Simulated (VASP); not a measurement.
VASP 6 on Si, 64 atoms, HSE06, 300 eV, 1×1×1 Γ-centred mesh, vasp_gam. Each run had one machine to itself; times are medians of up to 3 turns, which differed by up to 1 %. Differences under about 10 % mean little, and other builds and machines will differ.

INCAR of the first run: PREC = Normal; ENCUT = 300; EDIFF = 1E-12; NELM = 9; ALGO = Normal; LREAL = Auto; LASPH = .TRUE.; ISMEAR = 0; SIGMA = 0.05; GGA = PE; HFSCREEN = 0.2; AEXX = 0.25; LHFCALC = .TRUE.; PRECFOCK = Fast; ISYM = 0; LWAVE = .FALSE.; LCHARG = .FALSE.; NELMIN = 9; NSIM = 1; NCORE = 4

```tsv
run	seconds an electronic step (mean of the last four of 9)
32 ranks, NSIM = 1	0.53
32 ranks, NSIM = 2	0.53
32 ranks, NSIM = 4	0.53
32 ranks, NSIM = 8	0.53
32 ranks, NSIM = 16	0.54
32 ranks, NSIM = 32	0.57
```

On 32 cores the runs span a factor of 1.1.

Runs that failed, blew up or ran out of time are left out.

The cell is a supercell.
